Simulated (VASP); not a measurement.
## Bi2Te3: single point with PBE

**The experiment to reproduce.**

From “Vacancy and Antisite-Induced Ferromagnetism in Liquid-Phase Exfoliated Bi2Te3”, 2024, arxiv:2412.10539, for a bulk crystal of Bi2Te3: band gap 0.17 eV.

The system is Bi2Te3.

```
CELL_PARAMETERS angstrom
2.22443 1.28427 10.66291
-2.22443 1.28427 10.66291
0.00000 -2.56855 10.66291
ATOMIC_POSITIONS crystal
Bi 0.39753 0.39753 0.39753
Bi 0.60247 0.60247 0.60247
Te 0.00000 0.00000 0.00000
Te 0.21539 0.21539 0.21539
Te 0.78461 0.78461 0.78461
```

```json
{
  "Program": "VASP 6.6.1",
  "Task": "single point",
  "Functional": "PBE",
  "Potentials or basis": "VASP PAW PBE potentials, release 64 (Bi_d, Te)",
  "Cutoff": "520 eV",
  "k mesh": "8 × 8 × 8",
  "Occupations": "gaussian, width 0.01 eV",
  "Spin": "no spin polarisation"
}
```

- Pressure: 0.0 GPa
- Largest force: 0.009 eV/Å
- Band gap on the k mesh: 0.50 eV, direct

Forces on the atoms (eV/Å):
```
Bi   0.000  0.000 -0.008
Bi   0.000  0.000  0.008
Te   0.000  0.000  0.000
Te   0.000  0.000 -0.009
Te   0.000  0.000  0.009
```

Levels at points of the mesh, in eV from the valence-band top:
```tsv
k point	band 20	band 21	band 22	band 23	band 24	band 25	band 26	band 27	band 28	band 29
(0.00, 0.00, 0.00)	-1.30	-1.30	-0.61	-0.61	0.00	0.50	1.08	1.08	2.04	2.25
(0.50, 0.00, 0.00)	-2.50	-2.38	-1.69	-0.70	-0.47	0.90	1.62	2.71	3.00	3.65
(0.50, 0.50, 0.00)	-2.14	-1.61	-1.46	-0.99	-0.85	1.41	1.53	2.17	2.84	3.14
(0.50, 0.50, 0.50)	-1.18	-1.18	-0.73	-0.73	-0.26	0.78	1.31	1.31	1.91	2.02
```

It took 42 min on 1 thread of Intel(R) Xeon(R) Platinum 8488C (Sapphire Rapids) (shared host), peak memory 1.3 GiB.

A measured gap of Bi2Te3 is 0.17 eV (quoted in “Vacancy and Antisite-Induced Ferromagnetism in Liquid-Phase Exfoliated Bi2Te3”, 2024, arxiv:2412.10539); the calculated 0.50 eV misses it by +0.33 eV. Spin-orbit coupling on Bi, Te is left out. The value is that of PBE on a finite k mesh, which can miss the band edges, without temperature or zero-point motion.

Caveat: spin-orbit coupling is left out, which as a rule narrows the gap of such compounds by several tenths of an eV.
